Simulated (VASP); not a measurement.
```
CELL_PARAMETERS angstrom
      1.91709    -3.32049     0.00000
      1.91709     3.32049     0.00000
      0.00000     0.00000     6.27845
ATOMIC_POSITIONS crystal
  Zn 0.66667 0.33333 0.50017
  Zn 0.33333 0.66667 0.00017
  S  0.66667 0.33333 0.87483
  S  0.33333 0.66667 0.37483
```

The numbers are results of TPSS meta-GGA, VASP's PBE PAW potentials (set 64) (plane waves; VASP), not measurements. Settings: 520 eV cut-off, 7×7×4 Γ-centred mesh, Gaussian smearing of 0.050 eV, potentials Zn S.

### Question
Predict the energy per atom (σ→0).

### Answer

| Item | Result |
|---|---|
| energy per atom (σ→0) | -9.969 eV/atom |

The compound is ZnS in the wurtzite structure, the high-temperature form. It was relaxed first.
